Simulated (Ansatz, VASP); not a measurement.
Sc12C (a cell with a defect) in VASP and in Ansatz

```
CELL_PARAMETERS angstrom
6.62000 0.00000 0.00000
-4.96500 8.59963 0.00000
0.00000 0.00000 5.27614
ATOMIC_POSITIONS crystal
Sc 0.00004 0.99623 0.99904
Sc 0.17471 0.23055 0.49196
Sc 0.00930 0.33629 0.01328
Sc 0.16770 0.55083 0.48742
Sc 0.00574 0.67306 0.99307
Sc 0.17211 0.89201 0.49546
Sc 0.49630 0.99790 0.00615
Sc 0.66228 0.21687 0.50878
Sc 0.50045 0.33934 0.01438
Sc 0.65885 0.55382 0.48875
Sc 0.49375 0.65992 0.00975
Sc 0.66851 0.89413 0.50277
C 0.33409 0.44524 0.25083
```

Alike in both runs: functional PBEsol; k mesh 3 × 2 × 3; occupations gaussian, width 0.1 eV; no spin polarisation.

Ansatz relaxed the structure, and its values are those at the end. VASP's run is a single point on that final structure, the one shown.

```csv
,VASP,Ansatz
version,VASP 6.6.1,Ansatz 0.2.0
potentials or method,"VASP PAW PBE potentials, release 64 (Sc_sv, C)","scalar-relativistic, plane waves, PAW"
plane-wave cutoff (eV),520,420
valence electrons in the cell,136,136
```

|  | VASP | Ansatz | Ansatz less VASP |
| --- | --- | --- | --- |
| rms of the force components (eV/Å) | 0.016 | 0.012 | -0.0038 |

Caveats: the k mesh is coarse (spacing up to 0.40 Å⁻¹), so the values aren't converged; the PAW data sets were made with another functional, which shifts forces and pressure a little (VASP).
